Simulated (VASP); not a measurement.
# Er: phonons from a supercell, part 2 of 2

How does the lattice of Er vibrate? The start is a cell from a database of measured crystal structures.

VASP 6.6.1; LDA, 4f electrons in the core; plane waves and PAW (Er_3).

Still holding for the runs below: The data set Er_3 holds the 4f electrons frozen in the core, so no f bands or f moments appear. The k-mesh is coarse for a metal.

So far. Step 2 (Relax the host): An edge changed by 4 % against the database cell. In a metal the coarse mesh may share the blame. Step 3 (Relax the host again, on a new basis): The start already met the threshold, so nothing moved. The relaxed cell has a = 3.459, c = 5.346 Å (conventional setting).

**4. Tight relaxation**

Force constants are second derivatives, so residual forces and stress must first be far smaller than in an ordinary relaxation. Smearing differs from the relaxation before, which can move the cell too.

Input file INCAR:

```
SYSTEM = Er
PREC = Accurate
ENCUT = 350
EDIFF = 1E-08
NELM = 120
ISMEAR = 1
SIGMA = 0.2
LREAL = .FALSE.
ALGO = Fast
GGA = CA
NBANDS = 15
LASPH = .TRUE.
LORBIT = 11
LWAVE = .FALSE.
LCHARG = .FALSE.
KPAR = 4
IBRION = 1
NSW = 30
ISIF = 3
EDIFFG = -0.002
POTIM = 0.4
```

Input file POSCAR:

```
Er
1.0
    3.4587937073      0.0000000000      0.0000000000
   -1.7293968537      2.9954032170      0.0000000000
    0.0000000000      0.0000000000      5.3459766342
Er
2
Direct
    0.6666666667      0.3333333333      0.7500000000
    0.3333333333      0.6666666667      0.2500000000
```

Input file KPOINTS:

```
Automatic mesh
0
Gamma
11 11 6
0 0 0
```

Potentials, in the order of the species: Er_3 (PBE family, release 64).

The run is started by

```bash
> mpirun -np 4 vasp_std
```

Log:

```text
[... set-up lines as in an earlier step ...]
 entering main loop
       N       E                     dE             d eps       ncg     rms          rms(c)
DAV:   1     0.365841824292E+02    0.36584E+02   -0.71787E+03  3424   0.981E+02
DAV:   2    -0.885479321094E+01   -0.45439E+02   -0.43823E+02  3307   0.414E+02
DAV:   3    -0.102458633635E+02   -0.13911E+01   -0.13781E+01  2540   0.436E+01
DAV:   4    -0.103018148638E+02   -0.55952E-01   -0.55036E-01  3344   0.702E+00
DAV:   5    -0.103030791501E+02   -0.12643E-02   -0.12641E-02  2532   0.192E+00    0.256E+01
RMM:   6    -0.102997535625E+02    0.33256E-02   -0.20434E-02  2312   0.317E+00    0.152E+01
RMM:   7    -0.103095580589E+02   -0.98045E-02   -0.82273E-02  2432   0.446E+00    0.454E-01
RMM:   8    -0.103114354974E+02   -0.18774E-02   -0.26504E-02  2566   0.859E-01    0.143E-01
RMM:   9    -0.103113155287E+02    0.11997E-03   -0.20066E-03  2534   0.321E-01    0.106E-01
RMM:  10    -0.103113258845E+02   -0.10356E-04   -0.43236E-04  2651   0.115E-01    0.322E-02
RMM:  11    -0.103113255686E+02    0.31594E-06   -0.88200E-05  2467   0.924E-02    0.194E-02
RMM:  12    -0.103113282275E+02   -0.26590E-05   -0.40980E-05  2663   0.346E-02    0.200E-02
RMM:  13    -0.103113289782E+02   -0.75063E-06   -0.72604E-06  2670   0.142E-02    0.269E-02
RMM:  14    -0.103113291879E+02   -0.20977E-06   -0.26897E-06  2427   0.731E-03    0.270E-02
RMM:  15    -0.103113291676E+02    0.20327E-07   -0.68090E-07  2022   0.603E-03    0.123E-02
RMM:  16    -0.103113291915E+02   -0.23859E-07   -0.26961E-07  1835   0.476E-03    0.105E-02
RMM:  17    -0.103113291826E+02    0.88951E-08   -0.90709E-08  1610   0.590E-03
   1 F= -.10311329E+02 E0= -.10312781E+02  d E =-.103113E+02
 BRION: g(F)=  0.846E-50 g(S)=  0.494E-04
 bond charge predicted
       N       E                     dE             d eps       ncg     rms          rms(c)
DAV:   1    -0.103114426884E+02   -0.11350E-03   -0.31159E-03  3298   0.621E-01    0.439E-02
RMM:   2    -0.103113889347E+02    0.53754E-04   -0.72479E-05  2404   0.125E-01    0.239E-02
RMM:   3    -0.103113660956E+02    0.22839E-04   -0.54362E-05  2471   0.782E-02    0.117E-02
RMM:   4    -0.103113672252E+02   -0.11296E-05   -0.12861E-05  2694   0.219E-02    0.607E-03
RMM:   5    -0.103113673956E+02   -0.17049E-06   -0.16377E-06  2608   0.853E-03    0.154E-03
RMM:   6    -0.103113674236E+02   -0.27962E-07   -0.41831E-07  2388   0.524E-03    0.148E-03
RMM:   7    -0.103113674248E+02   -0.11937E-08   -0.84324E-08  1786   0.475E-03
   2 F= -.10311367E+02 E0= -.10312770E+02  d E =-.382422E-04
[...]
3 F= -.10311391E+02 E0= -.10312734E+02  d E =-.234865E-04
 BRION: g(F)=  0.115E-48 g(S)=  0.122E-05 retain N=  2 mean eig= 2.97
 eig:   2.966  2.966
 bond charge predicted
       N       E                     dE             d eps       ncg     rms          rms(c)
DAV:   1    -0.103113997767E+02   -0.88732E-05   -0.31196E-04  3278   0.198E-01    0.143E-02
RMM:   2    -0.103113943364E+02    0.54403E-05   -0.71964E-06  2357   0.419E-02    0.790E-03
RMM:   3    -0.103113920867E+02    0.22497E-05   -0.64813E-06  2473   0.270E-02    0.400E-03
RMM:   4    -0.103113922097E+02   -0.12295E-06   -0.13219E-06  2634   0.749E-03    0.213E-03
RMM:   5    -0.103113922288E+02   -0.19095E-07   -0.16502E-07  1884   0.361E-03    0.502E-04
RMM:   6    -0.103113922306E+02   -0.18665E-08   -0.35727E-08  1607   0.414E-03
   4 F= -.10311392E+02 E0= -.10312720E+02  d E =-.131937E-05
 BRION: g(F)=  0.101E-49 g(S)=  0.507E-07 retain N=  2 mean eig= 3.29
 eig:   3.288  3.288
 reached required accuracy - stopping structural energy minimisation
```

Wall time 33 s (4 MPI ranks of Intel Xeon Platinum 8375C at 2.90GHz (Ice Lake), shared host); peak memory 0.57 GiB; 2.1 min of CPU time.

Parts of OUTCAR (step 4):

```text
 Found     64 irreducible k-points:

   NELECT =      18.0000    total number of electrons

 E-fermi :   3.2220

 k-point     1 :       0.0000    0.0000    0.0000
  band No.  band energies     occupation
    ...
      4     -20.7038      2.00000
      5     -20.7038      2.00000
      6     -20.6370      2.00000
      7      -2.4624      2.00000
      8       0.7536      2.00000
      9       4.8138     -0.00000
     10       5.1418     -0.00000
     11       5.1418     -0.00000
     12       5.6795     -0.00000
     13       5.9680     -0.00000
    ...

 k-point     2 :       0.0909   -0.0000    0.0000
  band No.  band energies     occupation
    ...
      4     -20.7519      2.00000
      5     -20.7091      2.00000
      6     -20.6484      2.00000
      7      -2.2405      2.00000
      8       0.9672      2.00000
      9       4.5158     -0.00000
     10       4.6456     -0.00000
     11       5.3524     -0.00000
     12       5.7075     -0.00000
     13       6.0544     -0.00000
    ...

  Total       -0.0011449     -0.0011449      0.0000857      0.0000000      0.0000000      0.0000000
  in kB       -0.0331395     -0.0331395      0.0024808      0.0000000      0.0000000      0.0000000
  external PRESSURE =      -0.0212661 kB  Pullay stress =       0.0000000 kB

  energy-cutoff  :      350.00
  volume of cell :       55.35
      direct lattice vectors                 reciprocal lattice vectors
     3.454544424  0.000000000  0.000000000     0.289473771  0.167127759 -0.000000000
    -1.727272212  2.991723229  0.000000000    -0.000000000  0.334255519  0.000000000
     0.000000000 -0.000000000  5.355777969     0.000000000 -0.000000000  0.186714238

 POSITION                                       TOTAL-FORCE (eV/Angst)
 -----------------------------------------------------------------------------------
      1.72727      0.99724      4.01683        -0.000000     -0.000000      0.000000
     -0.00000      1.99448      1.33894         0.000000      0.000000      0.000000
 -----------------------------------------------------------------------------------
    total drift:                               -0.000000      0.000000     -0.000000

  FREE ENERGIE OF THE ION-ELECTRON SYSTEM (eV)
  ---------------------------------------------------
  free  energy   TOTEN  =       -10.3113922306 eV

  energy  without entropy=      -10.3153765615  energy(sigma->0) =      -10.31272034

 total charge
# of ion       s       p       d       tot
------------------------------------------
    1        0.551   6.578   1.236   8.366
    2        0.551   6.578   1.236   8.366
--------------------------------------------------
tot          1.103  13.156   2.472  16.731

[... 9 parts as in an earlier step ...]

[... 5 further parts left out ...]
```

Step by step:

| step | energy less that of the first step (eV) | largest force (eV/Å) | pressure (GPa) | volume (Å³) |
| --- | --- | --- | --- | --- |
| 1 | 0.0000 | 0.0000 | -0.03 | 55.39 |
| 2 | 0.0000 | 0.0000 | 0.00 | 55.36 |
| 3 | -0.0001 | 0.0000 | -0.01 | 55.36 |
| 4 | -0.0001 | 0.0000 | 0.00 | 55.35 |

| conventional cell, symmetrised | before | after | change |
| --- | --- | --- | --- |
| a (Å) | 3.459 | 3.455 | -0.1 % |
| b (Å) | 3.459 | 3.455 | -0.1 % |
| c (Å) | 5.346 | 5.356 | +0.2 % |
| volume (Å³/atom) | 27.69 | 27.68 | -0.1 % |

The relaxed structure:

```cif
data_structure
_symmetry_space_group_name_H-M 'P 1'
_symmetry_Int_Tables_number 1
_cell_length_a 3.4545
_cell_length_b 3.4545
_cell_length_c 5.3558
_cell_angle_alpha 90.000
_cell_angle_beta 90.000
_cell_angle_gamma 120.000
_cell_volume 55.35
loop_
_atom_site_label
_atom_site_type_symbol
_atom_site_fract_x
_atom_site_fract_y
_atom_site_fract_z
_atom_site_occupancy
Er1 Er 0.66667 0.33333 0.75000 1
Er2 Er 0.33333 0.66667 0.25000 1
```

Numbers from this step:

- electronic cycles: 37
- Fermi energy: 3.222 eV
- pressure: -0.002127 GPa

The run ended after 4 ionic steps, 0.000 eV below its first step, once forces and stress met EDIFFG = -0.002.

**5. Force constants in the supercell**

System of this step: Er. The structure is hexagonal, space group P6_3/mmc (No. 194). Conventional cell: a = 3.455 Å, b = 3.455 Å, c = 5.356 Å, α = 90.00°, β = 90.00°, γ = 120.00°. Nearest to Er lie 12 Er at 3.34 to 3.45 Å.

Each independent atom is moved by 0.015 Å both ways; the forces give the force constants out to half the supercell.

Input file INCAR:

```
SYSTEM = Er
PREC = Accurate
ENCUT = 350
EDIFF = 1E-07
NELM = 120
ISMEAR = 1
SIGMA = 0.2
LREAL = Auto
ALGO = Fast
GGA = CA
NBANDS = 188
LASPH = .TRUE.
LWAVE = .FALSE.
LCHARG = .FALSE.
KPAR = 4
IBRION = 6
NSW = 1
NFREE = 2
POTIM = 0.015
ISIF = 0
ADDGRID = .TRUE.
```

Input file POSCAR:

```
Er
1.0
   10.3636332708      0.0000000000      0.0000000000
   -5.1818166357      8.9751696882      0.0000000000
    0.0000000000      0.0000000000     10.7115559388
Er
36
Direct
    0.2222222222      0.1111111111      0.3750000000
    0.2222222222      0.1111111111      0.8750000000
    0.2222222222      0.4444444444      0.3750000000
    0.2222222222      0.4444444444      0.8750000000
    0.2222222222      0.7777777778      0.3750000000
    0.2222222222      0.7777777778      0.8750000000
    0.5555555556      0.1111111111      0.3750000000
    0.5555555556      0.1111111111      0.8750000000
    0.5555555556      0.4444444444      0.3750000000
    0.5555555556      0.4444444444      0.8750000000
    0.5555555556      0.7777777778      0.3750000000
    0.5555555556      0.7777777778      0.8750000000
    0.8888888889      0.1111111111      0.3750000000
    0.8888888889      0.1111111111      0.8750000000
    0.8888888889      0.4444444444      0.3750000000
    0.8888888889      0.4444444444      0.8750000000
    0.8888888889      0.7777777778      0.3750000000
    0.8888888889      0.7777777778      0.8750000000
    0.1111111111      0.2222222222      0.1250000000
    0.1111111111      0.2222222222      0.6250000000
    0.1111111111      0.5555555556      0.1250000000
    0.1111111111      0.5555555556      0.6250000000
    0.1111111111      0.8888888889      0.1250000000
    0.1111111111      0.8888888889      0.6250000000
    0.4444444444      0.2222222222      0.1250000000
    0.4444444444      0.2222222222      0.6250000000
    0.4444444444      0.5555555556      0.1250000000
    0.4444444444      0.5555555556      0.6250000000
    0.4444444444      0.8888888889      0.1250000000
    0.4444444444      0.8888888889      0.6250000000
    0.7777777778      0.2222222222      0.1250000000
    0.7777777778      0.2222222222      0.6250000000
    0.7777777778      0.5555555556      0.1250000000
    0.7777777778      0.5555555556      0.6250000000
    0.7777777778      0.8888888889      0.1250000000
    0.7777777778      0.8888888889      0.6250000000
```

Input file KPOINTS:

```
Automatic mesh
0
Gamma
4 4 3
0 0 0
```

The run is started by

```bash
> mpirun -np 4 vasp_std
```

Log:

```text
[banner, memory and clock lines left out]
running    4 mpi-ranks, on    1 nodes
[...]
[... a notice as in an earlier step ...]

 LDA part: xc-table for (Slater(with rela. corr.)+CA(PZ))
 , standard interpolation
 POSCAR, INCAR and KPOINTS ok, starting setup
[...]
entering main loop
       N       E                     dE             d eps       ncg     rms          rms(c)
DAV:   1     0.295569518889E+04    0.29557E+04   -0.10838E+05  5064   0.146E+03
DAV:   2     0.195164207828E+03   -0.27605E+04   -0.27110E+04  4992   0.121E+03
DAV:   3    -0.100161063918E+03   -0.29533E+03   -0.27839E+03  5856   0.376E+02
DAV:   4    -0.164265675938E+03   -0.64105E+02   -0.56508E+02  4880   0.124E+02
[...]
RMM:  37    -0.185526512085E+03   -0.13724E-02   -0.13461E-02  2795   0.348E-02    0.264E-01
RMM:  38    -0.185527727541E+03   -0.12155E-02   -0.11926E-02  2852   0.325E-02    0.271E-01
RMM:  39    -0.185528747836E+03   -0.10203E-02   -0.10007E-02  2826   0.303E-02    0.279E-01
WARNING in EDDRMM: call to ZHEGV failed, returncode =   8  4    127
RMM:  40    -0.185529652758E+03   -0.90492E-03   -0.88803E-03  2746   0.282E-02    0.284E-01
RMM:  41    -0.185530416392E+03   -0.76363E-03   -0.74901E-03  2768   0.273E-02    0.289E-01
RMM:  42    -0.185531094603E+03   -0.67821E-03   -0.66597E-03  3245   0.267E-02    0.294E-01
WARNING in EDDRMM: call to ZHEGV failed, returncode =   6  3     85
WARNING in EDDRMM: call to ZHEGV failed, returncode =   6  3     59
WARNING in EDDRMM: call to ZHEGV failed, returncode =   6  3     72
WARNING in EDDRMM: call to ZHEGV failed, returncode =   6  3     73
WARNING in EDDRMM: call to ZHEGV failed, returncode =   6  3    106
WARNING in EDDRMM: call to ZHEGV failed, returncode =   6  3    107
WARNING in EDDRMM: call to ZHEGV failed, returncode =   8  4    129
RMM:  43    -0.185531608320E+03   -0.51372E-03   -0.54160E-03  2950   0.222E-02    0.298E-01
RMM:  44    -0.185532099301E+03   -0.49098E-03   -0.48671E-03  2650   0.193E-02    0.281E-01
RMM:  45    -0.185532507373E+03   -0.40807E-03   -0.40178E-03  2653   0.187E-02    0.293E-01
WARNING in EDDRMM: call to ZHEGV failed, returncode =   6  3     52
WARNING in EDDRMM: call to ZHEGV failed, returncode =   6  3     45
RMM:  46    -0.185532934935E+03   -0.42756E-03   -0.37456E-03  2744   0.181E-02    0.290E-01
WARNING in EDDRMM: call to ZHEGV failed, returncode =   6  3     19
WARNING in EDDRMM: call to ZHEGV failed, returncode =   6  3     12
WARNING in EDDRMM: call to ZHEGV failed, returncode =   6  3     18
WARNING in EDDRMM: call to ZHEGV failed, returncode =   6  3     46
WARNING in EDDRMM: call to ZHEGV failed, returncode =   6  3     99
WARNING in EDDRMM: call to ZHEGV failed, returncode =   6  3    102
RMM:  47    -0.185533282608E+03   -0.34767E-03   -0.31812E-03  2730   0.174E-02    0.292E-01
[...]
WARNING in EDDRMM: call to ZHEGV failed, returncode =   8  4    172
RMM:  24    -0.185532366476E+03    0.34617E-06    0.34637E-06  5467   0.548E-03    0.254E-03
RMM:  25    -0.185532366165E+03    0.31031E-06    0.31010E-06  5626   0.468E-03    0.237E-03
WARNING in EDDRMM: call to ZHEGV failed, returncode =   8  4    157
WARNING in EDDRMM: call to ZHEGV failed, returncode =   8  4    158
WARNING in EDDRMM: call to ZHEGV failed, returncode =   8  4    153
RMM:  26    -0.185532365893E+03    0.27251E-06    0.27398E-06  4956   0.262E-03    0.207E-03
WARNING in EDDRMM: call to ZHEGV failed, returncode =   8  4    159
WARNING in EDDRMM: call to ZHEGV failed, returncode =   8  4    161
RMM:  27    -0.185532365637E+03    0.25557E-06    0.25633E-06  4937   0.256E-03    0.201E-03
RMM:  28    -0.185532365420E+03    0.21753E-06    0.21968E-06  4855   0.274E-03    0.211E-03
RMM:  29    -0.185532365199E+03    0.22049E-06    0.21834E-06  4707   0.352E-03    0.202E-03
RMM:  30    -0.185532365028E+03    0.17147E-06    0.17180E-06  5391   0.507E-03    0.209E-03
RMM:  31    -0.185532364851E+03    0.17663E-06    0.17485E-06  5027   0.354E-03    0.205E-03
WARNING in EDDRMM: call to ZHEGV failed, returncode =   8  4    167
RMM:  32    -0.185532364710E+03    0.14092E-06    0.14097E-06  4852   0.288E-03    0.208E-03
RMM:  33    -0.185532364566E+03    0.14458E-06    0.14598E-06  4877   0.229E-03    0.209E-03
RMM:  34    -0.185532364447E+03    0.11861E-06    0.11711E-06  4737   0.201E-03    0.208E-03
WARNING in EDDRMM: call to ZHEGV failed, returncode =   8  4    172
RMM:  35    -0.185532364323E+03    0.12454E-06    0.12443E-06  4618   0.223E-03    0.210E-03
RMM:  36    -0.185532364222E+03    0.10028E-06    0.99988E-07  4497   0.262E-03    0.208E-03
RMM:  37    -0.185532364109E+03    0.11310E-06    0.11324E-06  4608   0.380E-03    0.212E-03
RMM:  38    -0.185532364031E+03    0.78388E-07    0.77712E-07  5268   0.533E-03
   2 F= -.18553236E+03 E0= -.18552354E+03  d E =-.264591E-01
 Finite differences progress:
  Degree of freedom:   1/  2
  Displacement:        1/  2
  Total:               1/  4
[...]
N       E                     dE             d eps       ncg     rms          rms(c)
DAV:   1    -0.185518880929E+03    0.13483E-01   -0.14995E+00 11528   0.120E+01    0.492E-01
RMM:   2    -0.185528773791E+03   -0.98929E-02   -0.10938E-01 11556   0.143E+00    0.170E-01
RMM:   3    -0.185531732003E+03   -0.29582E-02   -0.27342E-02 12349   0.466E-01    0.921E-02
RMM:   4    -0.185532189737E+03   -0.45773E-03   -0.46167E-03 12300   0.228E-01    0.767E-02
[...]
RMM:  12    -0.185532361254E+03   -0.24326E-05   -0.24303E-05  8885   0.687E-03    0.187E-03
RMM:  13    -0.185532362874E+03   -0.16203E-05   -0.16542E-05  8622   0.768E-03    0.941E-04
RMM:  14    -0.185532364025E+03   -0.11511E-05   -0.11561E-05  8840   0.899E-03    0.144E-03
WARNING in EDDRMM: call to ZHEGV failed, returncode =   8  4    173
RMM:  15    -0.185532364820E+03   -0.79442E-06   -0.81007E-06  8039   0.579E-03    0.933E-04
WARNING in EDDRMM: call to ZHEGV failed, returncode =   8  4    166
WARNING in EDDRMM: call to ZHEGV failed, returncode =   8  4    133
WARNING in EDDRMM: call to ZHEGV failed, returncode =   8  4    143
WARNING in EDDRMM: call to ZHEGV failed, returncode =   8  4    141
RMM:  16    -0.185532365382E+03   -0.56215E-06   -0.56641E-06  7762   0.538E-03    0.110E-03
RMM:  17    -0.185532365772E+03   -0.39025E-06   -0.39534E-06  7014   0.544E-03    0.130E-03
```

Wall time 3.2 h (4 MPI ranks).

The run was stopped at its time limit, so it gives no result of its own.

**6. Outcome**

```yaml
result: none
```

**Reading.** The session ends without its result: «force constants in the supercell» met its time limit.

[Lines on the potential files, build, host, timing and source positions are cut from VASP's logs without a mark.]

[Logs are printed without paths, hosts, clocks, repeated set-up lines and the standing remarks that a program may print on its own settings, such as how far it seeks lower states.]

[Hosts, paths, dates, database ids (printed as entryN), source tags and the programs' standing remarks are cut or masked in the printed files.]

[Runs that stopped without an error message from VASP are left out.]
